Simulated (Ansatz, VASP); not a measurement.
# CoSi2 in two plane-wave programs

Aim: how closely do two programs agree when they are given the same cell, functional and k mesh? The cell is taken from a series of runs on this material, whose earlier steps may have relaxed, scaled, displaced or heated it; both programs get it as it stands.

Calculated with Ansatz 0.2.0; plane waves, with VASP 6.6.1 beside it; zone-centre phonons at LDA.

### 1. Starting point

Symmetry: Fm-3m, No. 225, cubic system. The conventional cell has a = 5.309 Å, b = 5.309 Å, c = 5.309 Å, α = 90.00°, β = 90.00°, γ = 90.00°. Nearest to Si lie 4 Co at 2.30 Å. Co has 8 Si at 2.30 Å nearest. Farther neighbours are not listed.

### 2. VASP: zone-centre phonons, LDA

Second derivatives magnify differences that forces hide, and they need a tight electronic threshold.

Lines of VASP's logs that name or quote its potential files are left out, and so is its time.

INCAR reads:

```
SYSTEM = CoSi2
PREC = Accurate
ENCUT = 600
EDIFF = 1E-08
NELM = 120
ISMEAR = 1
SIGMA = 0.2
LREAL = .FALSE.
ALGO = Normal
GGA = PW92
NBANDS = 14
LASPH = .TRUE.
LORBIT = 11
LWAVE = .FALSE.
LCHARG = .FALSE.
ISIF = 2
IBRION = 8
GGA_COMPAT = .FALSE.
KPAR = 2
```

POSCAR reads:

```
CoSi2
1.0
    0.0000000000      2.6544941143      2.6544941143
    2.6544941143      0.0000000000      2.6544941143
    2.6544941143      2.6544941143      0.0000000000
Si Co
2 1
Direct
    0.2500000000      0.2500000000      0.2500000000
    0.7500000000      0.7500000000      0.7500000000
    0.0000000000      0.0000000000      0.0000000000
```

KPOINTS reads:

```
Automatic mesh
0
Gamma
16 16 16
0 0 0
```

PAW data sets: Si and Co (LDA family, release 64).

Run with:

```sh
$ mpirun -np 2 vasp_std
```

Numbers of over 12 decimals in the logs are rounded to 6 here.

The program printed:

```text
[banner, memory and clock lines left out]
running    2 mpi-ranks, on    1 nodes
 distrk:  each k-point on    1 cores,    2 groups
 distr:  one band on    1 cores,    1 groups

 POSCAR found type information on POSCAR SiCo
 POSCAR found :  2 types and       3 ions
|                                                                             |
|               ----> ADVICE to this user running VASP <----                  |
|                                                                             |
|     You enforced a specific xc type in the INCAR file but a different       |
|     [... a line on the potential file left out ...]
|     I HOPE YOU KNOW WHAT YOU ARE DOING!                                     |
|                                                                             |

 LDA part: xc-table for (Slater(with rela. corr.)+PW92), standard interpolation
 POSCAR, INCAR and KPOINTS ok, starting setup
 FFT: planning ... GRIDC
 FFT: planning ... GRID_SOFT
 FFT: planning ... GRID
 WAVECAR not read
 entering main loop
       N       E                     dE             d eps       ncg     rms          rms(c)
DAV:   1     0.700986546166E+02    0.70099E+02   -0.76815E+03  4068   0.133E+03
DAV:   2    -0.190256288737E+02   -0.89124E+02   -0.81387E+02  4186   0.243E+02
DAV:   3    -0.232348462427E+02   -0.42092E+01   -0.40920E+01  5308   0.594E+01
DAV:   4    -0.233257290642E+02   -0.90883E-01   -0.90768E-01  4860   0.813E+00
DAV:   5    -0.233285618958E+02   -0.28328E-02   -0.28325E-02  5430   0.153E+00    0.144E+01
DAV:   6    -0.261525983765E+02   -0.28240E+01   -0.26413E+01  4778   0.113E+02    0.163E+01
DAV:   7    -0.219684829078E+02    0.41841E+01   -0.11798E+01  5260   0.895E+01    0.365E+00
DAV:   8    -0.219504315041E+02    0.18051E-01   -0.79130E-01  4950   0.618E+00    0.185E+00
DAV:   9    -0.219150093851E+02    0.35422E-01   -0.91049E-02  5140   0.625E+00    0.439E-01
DAV:  10    -0.219146092990E+02    0.40009E-03   -0.62105E-03  5464   0.988E-01    0.803E-02
DAV:  11    -0.219145415572E+02    0.67742E-04   -0.44144E-04  6084   0.379E-01    0.384E-02
DAV:  12    -0.219145422007E+02   -0.64347E-06   -0.19572E-05  5512   0.544E-02    0.166E-02
DAV:  13    -0.219145417655E+02    0.43520E-06   -0.16115E-06  5882   0.990E-03    0.439E-03
DAV:  14    -0.219145418639E+02   -0.98458E-07   -0.21555E-07  6224   0.632E-03    0.260E-03
DAV:  15    -0.219145417752E+02    0.88689E-07   -0.16905E-07  6170   0.816E-03    0.329E-04
DAV:  16    -0.219145417768E+02   -0.15434E-08   -0.12957E-08  3106   0.893E-04
   1 F= -.21914542E+02 E0= -.21914853E+02  d E =0.934834E-03
 Linear response reoptimize wavefunctions to high precision
DAV:   1    -0.219145417771E+02   -0.29672E-09   -0.19440E-09  3628   0.715E-04
DAV:   2    -0.219145417771E+02   -0.20236E-10   -0.26272E-10  2768   0.145E-04
 Linear response DOF=           2
 Linear response progress:
  Degree of freedom:   1/  2
       N       E                     dE             d eps       ncg     rms          rms(c)
RMM:   1    -0.213116516711E-01   -0.21312E-01    0.24973E-02 42907   0.135E+00
RMM:   2    -0.184048067651E-01    0.29068E-02   -0.13887E-03 24619   0.609E-01    0.105E-01
RMM:   3    -0.185937465460E-01   -0.18894E-03   -0.63895E-04 28838   0.192E-01    0.545E-02
RMM:   4    -0.188081617591E-01   -0.21442E-03   -0.97272E-05 26797   0.788E-02    0.888E-03
RMM:   5    -0.187987368872E-01    0.94249E-05   -0.88379E-06 30018   0.242E-02    0.567E-03
RMM:   6    -0.187709933864E-01    0.27744E-04   -0.18927E-06 29542   0.106E-02    0.173E-03
RMM:   7    -0.187834564471E-01   -0.12463E-04   -0.31256E-07 26543   0.517E-03    0.778E-04
RMM:   8    -0.187861048772E-01   -0.26484E-05   -0.62172E-08 29623   0.238E-03    0.375E-04
RMM:   9    -0.187859031281E-01    0.20175E-06   -0.80577E-09 30877   0.617E-04    0.959E-05
RMM:  10    -0.187859966722E-01   -0.93544E-07   -0.34377E-09 31749   0.183E-04    0.200E-05
RMM:  11    -0.187859662396E-01    0.30433E-07   -0.22956E-09 31661   0.647E-05    0.969E-06
RMM:  12    -0.187859568438E-01    0.93958E-08   -0.26807E-09 32968   0.260E-05    0.246E-06
 first order change of Fermi-energy  -0.12863E-06
 force on displaced ion       1 direction 1 :  -8.780  -0.000  -0.000
 Linear response progress:
  Degree of freedom:   2/  2
       N       E                     dE             d eps       ncg     rms          rms(c)
RMM:   1    -0.177680156395E+00   -0.17768E+00   -0.13362E-01 16015   0.271E+00
RMM:   2    -0.174174695062E+00    0.35055E-02   -0.32167E-03 13873   0.759E-01    0.190E-01
RMM:   3    -0.174113010940E+00    0.61684E-04   -0.65644E-04 15303   0.192E-01    0.110E-01
RMM:   4    -0.174670739937E+00   -0.55773E-03   -0.34132E-04 16323   0.131E-01    0.107E-02
RMM:   5    -0.174669622146E+00    0.11178E-05   -0.18488E-05 16361   0.371E-02    0.584E-03
RMM:   6    -0.174668671620E+00    0.95053E-06   -0.15461E-06 14804   0.133E-02    0.425E-03
RMM:   7    -0.174656406829E+00    0.12265E-04   -0.52246E-07 16402   0.699E-03    0.100E-03
RMM:   8    -0.174649412747E+00    0.69941E-05   -0.38100E-08 16963   0.170E-03    0.414E-04
RMM:   9    -0.174646036790E+00    0.33760E-05   -0.22874E-09 16426   0.445E-04    0.654E-05
RMM:  10    -0.174646039359E+00   -0.25695E-08   -0.61867E-10 17296   0.134E-04    0.243E-05
 first order change of Fermi-energy   0.34664E-03
 force on displaced ion       3 direction 1 : -12.007   0.000   0.000
 Linear response finished
```

Parts of OUTCAR (step 2):

```text
ion  position               nearest neighbor table
   1  0.250  0.250  0.250-   3 2.30   3 2.30   3 2.30   3 2.30   2 2.65   2 2.65   2 2.65   2 2.65
                             2 2.65   2 2.65
   2  0.750  0.750  0.750-   3 2.30   3 2.30   3 2.30   3 2.30   1 2.65   1 2.65   1 2.65   1 2.65
                             1 2.65   1 2.65
   3  0.000  0.000  0.000-   2 2.30   2 2.30   2 2.30   1 2.30   2 2.30   1 2.30   1 2.30   1 2.30

  LATTYP: Found a face centered cubic cell.
 ALAT       =     5.3089882286

 Subroutine GETGRP returns: Found 48 space group operations
 (whereof 48 operations were pure point group operations)

The static configuration has the point symmetry O_h .

 Found    145 irreducible k-points:

   k-points           NKPTS =    145   k-points in BZ     NKDIM =    145   number of bands    NBANDS=     14

   dimension x,y,z NGX =    30 NGY =   30 NGZ =   30
   dimension x,y,z NGXF=    60 NGYF=   60 NGZF=   60

   ENCUT  =  600.0 eV  44.10 Ry    6.64 a.u.   7.50  7.50  7.50*2*pi/ulx,y,z

   NELECT =      17.0000    total number of electrons

 k-points in reciprocal lattice and weights: Automatic mesh
   0.00000000  0.00000000  0.00000000       0.000
   0.06250000  0.00000000  0.00000000       0.002
   0.12500000  0.00000000  0.00000000       0.002
   0.18750000  0.00000000  0.00000000       0.002
   0.25000000  0.00000000  0.00000000       0.002
   0.31250000  0.00000000  0.00000000       0.002
   0.37500000  0.00000000  0.00000000       0.002
   0.43750000  0.00000000  0.00000000       0.002
   0.50000000  0.00000000  0.00000000       0.001
[...]
-0.31250000  0.50000000  0.18750000       0.003
  -0.25000000  0.50000000  0.25000000       0.001

 average (electrostatic) potential at core
       1 -80.6638       2 -80.6638       3 -77.7247

  Total       -0.9021529     -0.9021529     -0.9021529     -0.0000000     -0.0000000      0.0000000
  in kB      -38.6380726    -38.6380726    -38.6380726     -0.0000000     -0.0000000      0.0000000
  external PRESSURE =     -38.6380726 kB  Pullay stress =       0.0000000 kB

  energy-cutoff  :      600.00
  volume of cell :       37.41
      direct lattice vectors                 reciprocal lattice vectors
     0.000000000  2.654494114  2.654494114    -0.188359807  0.188359807  0.188359807
     2.654494114  0.000000000  2.654494114     0.188359807 -0.188359807  0.188359807
     2.654494114  2.654494114  0.000000000     0.188359807  0.188359807 -0.188359807

 POSITION                                       TOTAL-FORCE (eV/Angst)
 -----------------------------------------------------------------------------------
      1.32725      1.32725      1.32725         0.000000      0.000000      0.000000
      3.98174      3.98174      3.98174        -0.000000     -0.000000     -0.000000
      0.00000      0.00000      0.00000        -0.000000      0.000000     -0.000000
 -----------------------------------------------------------------------------------
    total drift:                                0.000000     -0.000000     -0.000000

 Eigenvectors and eigenvalues of the dynamical matrix
 ----------------------------------------------------

   1 f  =   10.100337 THz    63.462287 2PiTHz  336.910966 cm-1    41.771617 meV
             X         Y         Z           dx          dy          dz
      1.327247  1.327247  1.327247     0.000000   -0.505925    0.000000
      3.981741  3.981741  3.981741    -0.000000   -0.505925    0.000000
      0.000000  0.000000  0.000000     0.000000    0.698627    0.000000

   2 f  =   10.100337 THz    63.462287 2PiTHz  336.910966 cm-1    41.771617 meV
             X         Y         Z           dx          dy          dz
      1.327247  1.327247  1.327247    -0.000000   -0.000000   -0.505925
      3.981741  3.981741  3.981741    -0.000000   -0.000000   -0.505925
      0.000000  0.000000  0.000000    -0.000000   -0.000000    0.698627

   3 f  =   10.100337 THz    63.462287 2PiTHz  336.910966 cm-1    41.771617 meV
             X         Y         Z           dx          dy          dz
      1.327247  1.327247  1.327247    -0.505925    0.000000    0.000000
      3.981741  3.981741  3.981741    -0.505925   -0.000000   -0.000000
      0.000000  0.000000  0.000000     0.698627    0.000000    0.000000

   4 f  =   10.028930 THz    63.013625 2PiTHz  334.529090 cm-1    41.476302 meV
             X         Y         Z           dx          dy          dz
      1.327247  1.327247  1.327247     0.628835    0.071733   -0.315310
      3.981741  3.981741  3.981741    -0.628835   -0.071733    0.315310
      0.000000  0.000000  0.000000     0.000000    0.000000    0.000000

   5 f  =   10.028930 THz    63.013625 2PiTHz  334.529090 cm-1    41.476302 meV
             X         Y         Z           dx          dy          dz
      1.327247  1.327247  1.327247    -0.313003    0.308182   -0.554123
      3.981741  3.981741  3.981741     0.313003   -0.308182    0.554123
      0.000000  0.000000  0.000000     0.000000    0.000000    0.000000

   6 f  =   10.028930 THz    63.013625 2PiTHz  334.529090 cm-1    41.476302 meV
             X         Y         Z           dx          dy          dz
      1.327247  1.327247  1.327247    -0.081209   -0.632359   -0.305822
      3.981741  3.981741  3.981741     0.081209    0.632359    0.305822
      0.000000  0.000000  0.000000     0.000000    0.000000    0.000000

   7 f/i=    0.000828 THz     0.005205 2PiTHz    0.027631 cm-1     0.003426 meV
             X         Y         Z           dx          dy          dz
      1.327247  1.327247  1.327247    -0.451162   -0.200665   -0.015054
      3.981741  3.981741  3.981741    -0.451162   -0.200665   -0.015054
      0.000000  0.000000  0.000000    -0.653436   -0.290632   -0.021803

   8 f/i=    0.000828 THz     0.005205 2PiTHz    0.027631 cm-1     0.003426 meV
             X         Y         Z           dx          dy          dz
      1.327247  1.327247  1.327247    -0.066113    0.112908    0.476362
      3.981741  3.981741  3.981741    -0.066113    0.112908    0.476362
      0.000000  0.000000  0.000000    -0.095754    0.163530    0.689934

   9 f/i=    0.000828 THz     0.005205 2PiTHz    0.027631 cm-1     0.003426 meV
             X         Y         Z           dx          dy          dz
      1.327247  1.327247  1.327247    -0.190058    0.437064   -0.129972
      3.981741  3.981741  3.981741    -0.190058    0.437064   -0.129972
      0.000000  0.000000  0.000000    -0.275269    0.633018   -0.188244

 ELASTIC MODULI CONTR FROM IONIC RELAXATION (kBar)
 Direction    XX          YY          ZZ          XY          YZ          ZX
 --------------------------------------------------------------------------------
 XX          -0.0000      0.0000      0.0000     -0.0000     -0.0000     -0.0000
 YY           0.0000     -0.0000      0.0000     -0.0000      0.0000      0.0000
 ZZ           0.0000      0.0000     -0.0000      0.0000      0.0000     -0.0000
 XY          -0.0000     -0.0000      0.0000   -553.8041     -0.0000      0.0000
 YZ          -0.0000      0.0000      0.0000     -0.0000   -553.8041     -0.0000
 ZX          -0.0000      0.0000     -0.0000      0.0000     -0.0000   -553.8041
 --------------------------------------------------------------------------------
```

This run has no spin polarisation, so a moment on Co, if there is one, isn't seen. Its electron count is odd, so without a moment it is a metal by construction.

(Continued in part 2 of 2.)

[Lines on the potential files, build, host, timing and source positions are cut from VASP's logs without a mark.]

[Logs are printed without paths, hosts, clocks, repeated set-up lines and the standing remarks that a program may print on its own settings, such as how far it seeks lower states.]

[Hosts, paths, dates, database ids (printed as entryN), source tags and the programs' standing remarks are cut or masked in the printed files.]
